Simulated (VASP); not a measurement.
RbBr (rock salt):

```
CELL_PARAMETERS angstrom
      0.00000     3.44500     3.44500
      3.44500     0.00000     3.44500
      3.44500     3.44500     0.00000
ATOMIC_POSITIONS crystal
  Rb 0.00000 0.00000 0.00000
  Br 0.50000 0.50000 0.50000
```

The lowest empty band near Γ, direction [111], from PBE with spin-orbit coupling in VASP (PAW); its two spin partners are averaged. The gap over the points computed is 4.16 eV, and the next band on that side lies 2.95 eV away at the edge.

Run with 400 eV cut-off, 8×8×8 Γ-centred mesh, Gaussian smearing of 0.050 eV, potentials Rb_sv Br.

```json
[
 {"distance from the edge in k (1/Å)": "0.018", "distance in energy (meV)": "3.3"},
 {"distance from the edge in k (1/Å)": "0.025", "distance in energy (meV)": "6.4"},
 {"distance from the edge in k (1/Å)": "0.035", "distance in energy (meV)": "12.5"},
 {"distance from the edge in k (1/Å)": "0.050", "distance in energy (meV)": "25.4"},
 {"distance from the edge in k (1/Å)": "0.070", "distance in energy (meV)": "49.6"}
]
```

Task: Fit E(1 + αE) = ħ²k²/2m* (ħ²/2m0 = 3.810 eV Å²) and predict the row at 0.095 1/Å.

Result: The rows don't resolve α, so a parabola serves: the electron mass is m* = 0.376 m0, and so 91.5 meV. The run gave 90.6 meV, -0.9 meV from the fit.

Left out are points under 3 meV from the edge, since the levels carry 0.1 meV, and points farther than half the way to the next band.

The compound is RbBr in the rock salt structure. The cell was not relaxed at this level.
